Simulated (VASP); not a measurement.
VASP runs on Rb (space group Im-3m) share one base input (PBE GGA, plane waves, VASP's PBE PAW potentials (set 64)) and change the settings named in each case.

### POSCAR
```
Rb
1
   -2.7826250000     2.7826250000     2.7826250000
    2.7826250000    -2.7826250000     2.7826250000
    2.7826250000     2.7826250000    -2.7826250000
Rb
1
Direct
  0.0000000000   0.0000000000   0.0000000000
```

INCAR:
```
# general
SYSTEM =Rb
PREC   =Accurate
ENCUT  =300
LREAL  =.FALSE.   # projection in real space or not
LASPH  =.TRUE.   # aspherical one-centre terms

# electronic loop
EDIFF  =1E-6   # SCF stop (eV)
NELM   =100   # most electronic steps
ALGO   =Normal
LMAXMIX=4

# smearing
ISMEAR =0
SIGMA  =0.272

# functional
GGA    =PE   # PBE

# ions
ISIF   =2   # forces and stress, cell fixed

# output
LWAVE  =.FALSE.
LCHARG =.FALSE.
```

File KPOINTS:
```
Automatic mesh
0
Gamma
11 11 11
0 0 0
```

POTCAR, in this order: Rb_sv (PBE.64 set). Program: vasp_std.

```
change                                                                                                  E(σ→0) (eV/atom)  −TS (eV)
------------------------------------------------------------------------------------------------------  ----------------  --------
base run                                                                                                         -0.9339   -0.0323
GGA = PS                                                                                                         -1.0253   -0.0323
GGA_COMPAT = .FALSE., LNONCOLLINEAR = .TRUE., LSORBIT = .TRUE., MAGMOM = 0.0 0.0 0.0, program vasp_ncl           -0.9600   -0.0323
KPOINTS 6×6×6 Γ-centred mesh                                                                                     -0.9237   -0.0419
```
 Energies of different potentials or functionals have different zeros.

Left out are runs that ran out of time, are held back, or changed the cell or the kind of run, fixed moments of cells without a moment, rows past the twelfth, gaps on odd meshes, pressures of charged cells and columns that move by less than the noise.

The structure is a typed Rb crystal. The cell was not relaxed at this level, its lattice was scaled by up to 2.5 %.
